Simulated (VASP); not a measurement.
A run of VASP 6.6.1:

File INCAR:

```
SYSTEM = RuSe
PREC = Accurate
ENCUT = 600
EDIFF = 1E-7
ISMEAR = -1
SIGMA = 0.05
LREAL = .FALSE.
LASPH = .TRUE.
NELM = 80
ALGO = Normal
ISIF = 3
LWAVE = .FALSE.
LCHARG = .FALSE.
GGA = RP
IBRION = 2
NSW = 40
EDIFFG = -0.01
```

Contents of KPOINTS:

```
regular mesh
0
G
  8 8 8
  0 0 0
```

POSCAR

```
RuSe
1.0
    3.1876923100      0.0000000000      0.0000000000
    0.0000000000      3.1876923100      0.0000000000
    0.0000000000      0.0000000000      3.1876923100
Ru Se
1 1
Direct
    0.0000000000      0.0000000000      0.0000000000
    0.5000000000      0.5000000000      0.5000000000
```

Potentials or basis: VASP PAW PBE potentials, release 64 (Ru_pv, Se).

Command:

```bash
$ cat potpaw_PBE.64/Ru_pv/POTCAR potpaw_PBE.64/Se/POTCAR > POTCAR
$ mpirun -np 1 vasp_std > vasp.out
```

Hardware: 1 thread of Intel(R) Xeon(R) 6975P-C (Granite Rapids) (shared host).

Question: Estimate the wall time of this run.

Answer: Run time: 22 s on 1 thread of Intel(R) Xeon(R) 6975P-C (Granite Rapids), on a shared host, peak memory 0.17 GiB. Counts: scf iterations 32, k points 35, ion steps 3.
